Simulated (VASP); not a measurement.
All values below come from TPSS meta-GGA, VASP's PBE PAW potentials (set 64) (plane waves; VASP).

VASP ran on this input.

File KPOINTS:
```
K-points
0
Gamma
 15 15 15
```

File POSCAR:
```
Rh
1.0
  0.0000000000   1.9000000000   1.9000000000
  1.9000000000   0.0000000000   1.9000000000
  1.9000000000   1.9000000000   0.0000000000
Rh
1
Direct
  0.0000000000   0.0000000000   0.0000000000
```

### INCAR
```
ALGO=Normal
EDIFF=1E-6
EDIFFG=-0.01
ENCUT=520
IBRION=2
ISIF=3
ISMEAR=1
LASPH=.True.
LCHARG=.False.
LMAXMIX=4
LMIXTAU=.True.
LREAL=.False.
LWAVE=.False.
METAGGA=TPSS
NELM=100
NSW=60
PREC=Accurate
SIGMA=0.1
SYSTEM=Rh
```

POTCAR, in this order: Rh_pv (PBE.64 set). Program: vasp_std.

Problem. What does the run give for the energy per atom (σ→0), volume per atom, band gap (on the k-mesh)?

Solution. 
```yaml
energy per atom (σ→0): -15838 meV/atom
band gap (on the k-mesh): none (metal, semimetal or under 0.01 eV)
volume_per_atom: 13.81 Å³/atom
```

File OSZICAR:
```
...
DAV:   3    -0.158377632902E+02   -0.17574E-02   -0.30619E-03  2808   0.629E-01    0.216E-01
DAV:   4    -0.158346985389E+02    0.30648E-02   -0.36426E-03  2787   0.701E-01    0.402E-02
DAV:   5    -0.158381052912E+02   -0.34068E-02   -0.18157E-03  2706   0.595E-01    0.123E-02
DAV:   6    -0.158381192418E+02   -0.13951E-04   -0.17341E-05  3051   0.680E-02    0.667E-03
DAV:   7    -0.158381157715E+02    0.34703E-05   -0.28111E-06  2701   0.236E-02    0.206E-03
DAV:   8    -0.158381172200E+02   -0.14486E-05   -0.19713E-06  2515   0.218E-02    0.704E-04
DAV:   9    -0.158381178833E+02   -0.66322E-06   -0.86530E-08  1353   0.472E-03
   3 F= -.15838118E+02 E0= -.15838162E+02  d E =-.545549E-03
```

The compound is Rh in the fcc structure. This run relaxes it. Symmetry was kept, so distortions that lower it aren't found.
